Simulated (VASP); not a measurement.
Method: SCAN meta-GGA, VASP's PBE PAW potentials (set 64) (plane waves; VASP).

A VASP calculation is set up with these files.

### INCAR
```
ALGO = Normal
EDIFF = 1E-7
ENCUT = 520
ISIF = 2
ISMEAR = -5
LASPH = .True.
LCHARG = .False.
LMAXMIX = 4
LMIXTAU = .True.
LORBIT = 11
LREAL = .False.
LWAVE = .False.
METAGGA = SCAN
NEDOS = 601
NELM = 100
PREC = Accurate
SYSTEM = SrTiO3
```

KPOINTS:
```
Automatic mesh
0
Gamma
8 8 8
0 0 0
```

KPOINTS_OPT:
```
k-points along high-symmetry lines
10
Line-mode
Reciprocal
  0.000000   0.000000   0.000000 ! GAMMA
  0.000000   0.500000   0.000000 ! X

  0.000000   0.500000   0.000000 ! X
  0.500000   0.500000   0.000000 ! M

  0.500000   0.500000   0.000000 ! M
  0.000000   0.000000   0.000000 ! GAMMA

  0.000000   0.000000   0.000000 ! GAMMA
  0.500000   0.500000   0.500000 ! R

  0.500000   0.500000   0.500000 ! R
  0.000000   0.500000   0.000000 ! X

  0.500000   0.500000   0.500000 ! R
  0.500000   0.500000   0.000000 ! M
```

### POSCAR
```
SrTiO3
1
    3.9080921245     0.0000000000     0.0000000000
   -0.0000000000     3.9080921245     0.0000000000
   -0.0000000000    -0.0000000000     3.9080921245
Sr Ti O
1 1 3
Direct
  0.0000000000   0.0000000000   0.0000000000
  0.5000000000   0.5000000000   0.5000000000
  0.5000000000   0.0000000000   0.5000000000
  0.0000000000   0.5000000000   0.5000000000
  0.5000000000   0.5000000000   0.0000000000
```

POTCAR, in this order: Sr_sv Ti_sv O (PBE.64 set). Program: vasp_std.

Estimate the energy per atom (σ→0), band gap (over mesh and band path).

The energy per atom (σ→0) is -14.902 eV/atom and the band gap (over mesh and band path) is 2.27 eV.

### OSZICAR
```
...
DAV:  17    -0.745106275320E+02   -0.56171E-04   -0.29680E-05  1784   0.618E-02    0.667E-03
DAV:  18    -0.745106343780E+02   -0.68460E-05   -0.81240E-06  1936   0.327E-02    0.714E-03
DAV:  19    -0.745106519175E+02   -0.17539E-04   -0.40185E-06  2224   0.182E-02    0.251E-03
DAV:  20    -0.745106530645E+02   -0.11470E-05   -0.23662E-07  1448   0.469E-03    0.130E-03
DAV:  21    -0.745106531590E+02   -0.94534E-07   -0.24691E-07  1376   0.539E-03
   1 F= -.74510653E+02 E0= -.74510653E+02  d E =0.000000E+00
       N       E                     dE             ncg
       N       E                     dE             ncg
```

The compound is SrTiO3 in the cubic perovskite structure, the ideal cubic form; the compound distorts at low or room temperature. It was relaxed first.
